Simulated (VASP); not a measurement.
Input:

```
CELL_PARAMETERS angstrom
      1.80108    -3.11957     0.00000
      1.80108     3.11957     0.00000
      0.00000     0.00000     5.62759
ATOMIC_POSITIONS crystal
  Zr 0.00000 0.00000 0.00000
  S  0.33333 0.66667 0.25737
  S  0.66667 0.33333 0.74263
```

These are LDA (Ceperley-Alder, Perdew-Zunger), VASP's LDA PAW potentials (set 64) (plane waves; VASP 6.6.1) values and carry that method's errors. Numerical set-up: 400 eV cut-off, 8×8×5 Γ-centred mesh, tetrahedra with Blöchl corrections, potentials Zr_sv S.

The cores are frozen, which limits the accuracy of field gradients.

Q: Give the principal components of the electric field gradient (V/Å²) and the asymmetry η at each nucleus.

A: 
| atom | Vxx | Vyy | Vzz | η |
|---|---|---|---|---|
| Zr1 | 9.8 | 9.8 | -19.6 | 0.00 |
| S2 | -1.9 | -1.9 | 3.8 | 0.00 |
| S3 | -1.9 | -1.9 | 3.8 | 0.00 |

The compound is ZrS2 in the 1T layered structure. It was relaxed first, which changed the volume by -6 %.
